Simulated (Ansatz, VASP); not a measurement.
# K47Br29F18 in two plane-wave programs, part 2 of 2

Aim: how closely do two programs agree when they are given the same cell, functional and k mesh? Of the first pair: The structure shown is frame 17 of Ansatz's trajectory.

VASP 6.6.1 and Ansatz 0.2.0.

So far. Step 3 (VASP: single point, PBE, pair 1): The run ends at a pressure of -0.36 GPa, with forces up to 0.89 eV/Å.

## 6. VASP: single point, PBE, pair 2

Level of this step: PBE; plane waves and PAW (K_sv, F, Br) (VASP).

The same cell, functional and mesh now go to VASP, with its own data sets.

Input file INCAR:

```
SYSTEM = K47Br29F18
PREC = Accurate
ENCUT = 520
EDIFF = 1E-06
NELM = 120
ISMEAR = 0
SIGMA = 0.01
LREAL = Auto
ALGO = Normal
GGA = PE
NBANDS = 448
LORBIT = 11
LWAVE = .FALSE.
LCHARG = .FALSE.
ISIF = 2
LASPH = .TRUE.
GGA_COMPAT = .FALSE.
EFERMI = MIDGAP
NCORE = 2
```

Input file POSCAR:

```
K47Br29F18
1.0
   15.1089000000      0.0000000000      0.0000000000
    0.0000000000     15.1089000000      0.0000000000
    0.0000000000      0.0000000000     15.1089000000
K F Br
47 18 29
Direct
    0.4595106196      0.6603723633      0.5118572497
    0.7927843854      0.6003812323      0.3537782367
    0.5434942319      0.4827221042      0.6647472682
    0.3457961864      0.8842337960      0.0824017632
    0.1875715638      0.6302841372      0.0704022133
    0.1367604524      0.1159846183      0.0148918849
    0.5091767104      0.8867952002      0.7488036852
    0.3704703850      0.5229235748      0.8617834521
    0.9185976477      0.2100152890      0.1884386024
    0.9832946144      0.4808490360      0.2018412988
    0.8684616352      0.9973326979      0.0339601162
    0.7685867270      0.5380073996      0.1017876881
    0.7190662457      0.7420725533      0.6202966463
    0.8602479333      0.7808510216      0.1798145464
    0.2937672498      0.3645467241      0.3599004560
    0.1173943834      0.2463448696      0.7255260145
    0.3015838347      0.0392152969      0.8201920722
    0.9531269649      0.5668182330      0.7452892004
    0.1575958541      0.1140056523      0.2554388473
    0.8912429098      0.9147323763      0.6221630959
    0.1820648757      0.1252837731      0.4876463541
    0.7268828306      0.0574628199      0.3968918982
    0.2422545652      0.7270085843      0.7599494338
    0.5810284005      0.0872995387      0.1776634963
    0.5927962989      0.4131008876      0.2908153472
    0.3449820966      0.7590559207      0.2803777906
    0.9499367922      0.3267610481      0.4570948249
    0.7225873492      0.1229937322      0.8204965285
    0.8248251031      0.3511241718      0.9127004613
    0.4604901747      0.2450740954      0.4234722581
[... 58 atom lines left out ...]
    0.1208029704      0.0349793830      0.6782624811
    0.0038454156      0.7764033120      0.7610282681
    0.8098074645      0.8610024555      0.4427986154
    0.7377373601      0.9563369934      0.2145225662
    0.9781188571      0.5445267359      0.4140407310
    0.7538073586      0.0875179530      0.6100377923
```

Input file KPOINTS:

```
Automatic mesh
0
Gamma
1 1 1
0 0 0
```

The projector-augmented-wave data sets are K_sv, F and Br (PBE family, release 64).

Started as:

```bash
$ mpirun -np 8 vasp_gam
```

Numbers of over 12 decimals in the logs are rounded to 6 here.

The program printed:

```text
[... set-up lines as in an earlier step ...]
 entering main loop
       N       E                     dE             d eps       ncg     rms          rms(c)
DAV:   1     0.833499713296E+04    0.83350E+04   -0.38367E+05   928   0.155E+03
DAV:   2     0.567241254449E+03   -0.77678E+04   -0.75772E+04  1144   0.435E+02
DAV:   3    -0.317990595719E+03   -0.88523E+03   -0.88213E+03  1128   0.130E+02
DAV:   4    -0.352394070188E+03   -0.34403E+02   -0.34307E+02  1040   0.281E+01
[...]
DAV:  20    -0.315430805261E+03   -0.34080E-05   -0.49160E-05  1040   0.144E-02    0.905E-03
DAV:  21    -0.315430807949E+03   -0.26883E-05   -0.24306E-05   944   0.817E-03    0.785E-03
DAV:  22    -0.315430808263E+03   -0.31388E-06   -0.33849E-06   792   0.313E-03
   1 F= -.31543081E+03 E0= -.31543081E+03  d E =0.000000E+00
```

OUTCAR, selected parts (step 6):

```text
  FREE ENERGIE OF THE ION-ELECTRON SYSTEM (eV)
  ---------------------------------------------------
  free  energy   TOTEN  =      -315.4308082630 eV

  energy  without entropy=     -315.4308082630  energy(sigma->0) =     -315.43080826
```

The run ends at a pressure of -0.31 GPa, with forces up to 0.75 eV/Å.

## 7. Side by side

Forces on 10 of the 94 atoms, those with the largest forces and the largest differences (eV/Å; atoms numbered as in POSCAR):

| atom | Ansatz x, y, z | VASP x, y, z |
| --- | --- | --- |
| K19 | -0.293, 0.111, -0.155 | -0.306, 0.097, -0.181 |
| K28 | 0.137, -0.135, 0.191 | 0.136, -0.164, 0.189 |
| K33 | 0.276, 0.680, 0.121 | 0.274, 0.680, 0.137 |
| K41 | 0.117, 0.597, 0.094 | 0.133, 0.607, 0.098 |
| K43 | 0.437, -0.073, -0.403 | 0.439, -0.078, -0.411 |
| F49 | -0.571, -0.246, 0.031 | -0.580, -0.243, 0.021 |
| F61 | 0.406, 0.268, 0.066 | 0.427, 0.280, 0.063 |
| Br72 | -0.200, 0.017, -0.577 | -0.201, 0.011, -0.583 |
| Br75 | -0.007, -0.701, 0.092 | -0.011, -0.703, 0.089 |
| Br88 | -0.230, -0.593, 0.089 | -0.231, -0.599, 0.090 |

The forces differ by 7.5 meV/Å r.m.s., which is 3.3 % of the r.m.s. force of 0.224 eV/Å (both taken over all components).

## 8. Ansatz: dynamics, PBE

One frame of this run of dynamics is then solved in both programs, so the motion causes no difference.

The structure compared here is frame 52 of Ansatz's trajectory.

Input file input.yaml:

```yaml
crystal:
  lattice:
    - [15.1089, 0.0, 0.0]
    - [0.0, 15.1089, 0.0]
    - [0.0, 0.0, 15.1089]
  atoms:
    - { symbol: K, position: [0.45339, 0.65338, 0.51139] }
    - { symbol: K, position: [0.79393, 0.59955, 0.3547] }
    - { symbol: K, position: [0.54964, 0.48357, 0.66015] }
    - { symbol: K, position: [0.34197, 0.8893, 0.08801] }
    - { symbol: K, position: [0.1913, 0.63115, 0.07821] }
    - { symbol: K, position: [0.1492, 0.11865, 0.00704] }
    - { symbol: K, position: [0.50668, 0.897, 0.74293] }
    - { symbol: K, position: [0.37269, 0.5135, 0.86634] }
    - { symbol: K, position: [0.9203, 0.21746, 0.18906] }
    - { symbol: K, position: [0.98326, 0.4765, 0.19835] }
    - { symbol: K, position: [0.86187, 0.99185, 0.0361] }
    - { symbol: K, position: [0.77666, 0.5394, 0.10074] }
    - { symbol: K, position: [0.72112, 0.74768, 0.62019] }
    - { symbol: K, position: [0.86364, 0.79441, 0.18073] }
    - { symbol: K, position: [0.28381, 0.35695, 0.35744] }
    - { symbol: K, position: [0.11059, 0.24795, 0.72562] }
    - { symbol: K, position: [0.29498, 0.04436, 0.82283] }
    - { symbol: K, position: [0.95643, 0.56377, 0.74227] }
    - { symbol: K, position: [0.15953, 0.11487, 0.25899] }
    - { symbol: K, position: [0.8906, 0.91351, 0.62726] }
    - { symbol: K, position: [0.18496, 0.12384, 0.48502] }
    - { symbol: K, position: [0.72757, 0.06028, 0.40247] }
    - { symbol: K, position: [0.24248, 0.72639, 0.75936] }
    - { symbol: K, position: [0.57962, 0.1055, 0.16913] }
    - { symbol: K, position: [0.59384, 0.41127, 0.29439] }
    - { symbol: K, position: [0.3535, 0.76103, 0.28441] }
    - { symbol: K, position: [0.94995, 0.3357, 0.45448] }
    - { symbol: K, position: [0.71468, 0.11295, 0.81979] }
    - { symbol: K, position: [0.82874, 0.35874, 0.90994] }
    - { symbol: K, position: [0.46043, 0.23785, 0.42628] }
[... 58 atom lines left out ...]
    - { symbol: Br, position: [0.11018, 0.03199, 0.67916] }
    - { symbol: Br, position: [0.00126, 0.77473, 0.76609] }
    - { symbol: Br, position: [0.8093, 0.86346, 0.44121] }
    - { symbol: Br, position: [0.74073, 0.95748, 0.21344] }
    - { symbol: Br, position: [0.98282, 0.54805, 0.41542] }
    - { symbol: Br, position: [0.7535, 0.08572, 0.60847] }
kpoints:
  mp_grid: { grid: [1, 1, 1] }
hamiltonian:
  xc: pbe
scf:
  occupations: { method: fixed }
output:
  forces: true
md:
  timestep: 1.0
  n_steps: 52
  ensemble: nvt_langevin
  temperature: 300
  initial_velocities: maxwell_boltzmann
  seed: 3807
```

Started as:

```bash
$ ansatz run input.yaml --threads 4 --pin off --max-ram 8192MiB --backend cpu --events-out ev --progress --plain --runs-dir out
```

The program printed:

```text
[...]
Crystal: 94 atoms, lattice volume = 3449.042 Å³
Basis set: ecut = 420 eV, 67451 PW (Γ), exchange–correlation on 216×216×216 points (8 copies of the dense FFT grid, shifted against one another)
Bands: 470, of which v1, the nominal top of the filled ones, is band 376 counted from 1 (375 counted from 0)
Symmetry: 1 space group operations
k-points: 1
[...]
atom   6  K      0.11527488     0.16643088     0.00210810
  atom   7  K      0.05529105     0.20139055    -0.01790832
  atom   8  K     -0.13795832    -0.42925873     0.24592129
[...]
atom  91  Br     0.05584330    -0.17795695    -0.06707802
  atom  92  Br     0.33042139    -0.08346016    -0.18417985
  atom  93  Br     0.41683787    -0.08259265     0.36511247
  atom  94  Br     0.29296309    -0.04697060    -0.26931629
  max |Σ_I F_I| component: 1.61e-5 eV/Å
--- MD trajectory: 52 steps, t = 0.0 → 52.0 fs ---
[...]
[key lines of the parts left out:]
SCF converged after 7 iterations
Free energy (F): -167674.949588 eV
Fermi energy:    0.574684 eV
```

## 9. VASP: single point, PBE, pair 3

The same cell, functional and mesh now go to VASP, with its own data sets.

INCAR is that of step 6.

Input file POSCAR:

```
K47Br29F18
1.0
   15.1089000000      0.0000000000      0.0000000000
    0.0000000000     15.1089000000      0.0000000000
    0.0000000000      0.0000000000     15.1089000000
K F Br
47 18 29
Direct
    0.4621382099      0.6628675814      0.5128698979
    0.7905075816      0.6020491234      0.3570544513
    0.5464726089      0.4840259714      0.6680301015
    0.3469213510      0.8812554190      0.0758824269
    0.1888621938      0.6284904924      0.0672318964
    0.1327098598      0.1135489678      0.0168973254
    0.5100834607      0.8825659049      0.7512591916
    0.3715161263      0.5238634183      0.8591955735
    0.9191205184      0.2054616815      0.1869891256
    0.9830894374      0.4847738750      0.2030260310
    0.8729755310      0.0018664496      0.0328150957
    0.7672696225      0.5386824984      0.1009802170
    0.7174380663      0.7397560378      0.6225138825
    0.8573953100      0.7751193005      0.1772465236
    0.2969441852      0.3687032147      0.3608601553
    0.1140056523      0.2440217355      0.7245663152
    0.3022787893      0.0328283330      0.8204038679
    0.9534181840      0.5666262931      0.7481550609
    0.1564111219      0.1169310804      0.2529502479
    0.8960016944      0.9171018406      0.6234272515
    0.1799733932      0.1275804327      0.4880169966
    0.7239904957      0.0566222558      0.3937017255
    0.2432605947      0.7275513108      0.7612069707
    0.5787118850      0.0801779084      0.1817207077
    0.5906518674      0.4147489228      0.2896107592
    0.3397467718      0.7597508753      0.2767110776
    0.9525710012      0.3229156325      0.4582729385
    0.7273461337      0.1265479287      0.8241500043
    0.8236072778      0.3454851114      0.9094242466
    0.4632501373      0.2474832714      0.4225588891
[... 58 atom lines left out ...]
    0.1265214542      0.0349926202      0.6759856773
    0.0041498719      0.7762378466      0.7559716459
    0.8098868879      0.8599500956      0.4441951433
    0.7360959435      0.9579386984      0.2145953709
    0.9767223292      0.5426007188      0.4137296560
    0.7550318024      0.0871473105      0.6091641350
```

KPOINTS is that of step 6.

Started as:

```bash
$ mpirun -np 8 vasp_gam
```

The program printed:

```text
[... set-up lines as in an earlier step ...]
 entering main loop
       N       E                     dE             d eps       ncg     rms          rms(c)
DAV:   1     0.833941894647E+04    0.83394E+04   -0.38374E+05   936   0.155E+03
DAV:   2     0.569957278311E+03   -0.77695E+04   -0.75749E+04  1144   0.436E+02
DAV:   3    -0.318556533651E+03   -0.88851E+03   -0.88556E+03  1128   0.131E+02
DAV:   4    -0.352851763991E+03   -0.34295E+02   -0.34201E+02  1048   0.282E+01
[...]
DAV:  20    -0.315774422013E+03   -0.38889E-06   -0.47371E-05  1008   0.144E-02    0.982E-03
DAV:  21    -0.315774424448E+03   -0.24351E-05   -0.23173E-05  1040   0.881E-03    0.647E-03
DAV:  22    -0.315774424928E+03   -0.47999E-06   -0.49925E-06   784   0.381E-03
   1 F= -.31577442E+03 E0= -.31577442E+03  d E =0.000000E+00
```

Parts of OUTCAR (step 9):

```text
  FREE ENERGIE OF THE ION-ELECTRON SYSTEM (eV)
  ---------------------------------------------------
  free  energy   TOTEN  =      -315.7744249276 eV

  energy  without entropy=     -315.7744249276  energy(sigma->0) =     -315.77442493
```

The run ends at a pressure of -0.23 GPa, with forces up to 0.80 eV/Å.

## 10. Differences

Forces on 9 of the 94 atoms, those with the largest forces and the largest differences (eV/Å; atoms numbered as in POSCAR):

| atom | Ansatz x, y, z | VASP x, y, z |
| --- | --- | --- |
| K14 | -0.438, -0.224, -0.367 | -0.462, -0.225, -0.383 |
| K15 | -0.646, -0.303, -0.037 | -0.667, -0.295, -0.025 |
| K28 | 0.132, -0.523, 0.082 | 0.141, -0.555, 0.087 |
| K33 | 0.265, 0.616, 0.292 | 0.267, 0.620, 0.307 |
| K42 | -0.146, 0.128, -0.633 | -0.140, 0.130, -0.662 |
| F57 | 0.476, 0.107, 0.600 | 0.495, 0.111, 0.617 |
| F59 | -0.188, 0.289, -0.113 | -0.200, 0.316, -0.105 |
| Br72 | -0.244, 0.024, -0.577 | -0.249, 0.018, -0.586 |
| Br75 | -0.117, -0.709, 0.165 | -0.120, -0.712, 0.175 |

The forces differ by 8.3 meV/Å r.m.s., which is 3.6 % of the r.m.s. force of 0.232 eV/Å (both taken over all components).

## 11. Summary of results

- r.m.s. force difference (single point, PBE, pair 1): 3.0 % of the r.m.s. force
- r.m.s. force difference (single point, PBE, pair 2): 3.3 % of the r.m.s. force
- r.m.s. force difference (single point, PBE, pair 3): 3.6 % of the r.m.s. force

In words: The r.m.s. force difference is 3.6 % of the r.m.s. force (single point, PBE, pair 3), beyond the 3 % picked in this series as the mark of a large difference. Such differences can come from data sets, numerical settings and the points named under the comparisons, not from the functional's error against experiment.

[Lines on the potential files, build, host, timing and source positions are cut from VASP's logs without a mark.]

[Logs are printed without paths, hosts, clocks, repeated set-up lines and the standing remarks that a program may print on its own settings, such as how far it seeks lower states.]

[Hosts, paths, dates, database ids (printed as entryN), source tags and the programs' standing remarks are cut or masked in the printed files.]
